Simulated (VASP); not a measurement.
The system is Zn3H.

```
Zn H
1.0
     0.00000    2.99658    2.99658
     2.99658    0.00000    2.99658
     2.99658    2.99658    0.00000
Zn H
3 1
Direct
  0.50000 0.50000 0.50000
  0.25000 0.25000 0.25000
  0.75000 0.75000 0.75000
  0.00000 0.00000 0.00000
```

The cell was built by a generator and needn't be a form met in nature.

Base run:

* Program: VASP 6.6.1
* Functional: PBEsol
* Potentials or basis: VASP PAW PBE potentials, release 64 (Zn, H)
* Cutoff: 520 eV
* k mesh: 6 × 6 × 6
* Occupations: fermi-dirac, width 0.05 eV
* Spin: no spin polarisation

Its results: pressure -4.2 GPa.

Task: The run is repeated on the same cell with these changes: functional from PBEsol to PW91. What comes out?

Result: Pressure 0.4 GPa.

PW91 binds less tightly than PBEsol, so the same cell stands under more pressure.

Caveats: the PAW data sets were made with another functional, which shifts forces and pressure a little.

Not every run made on this cell is shown here.
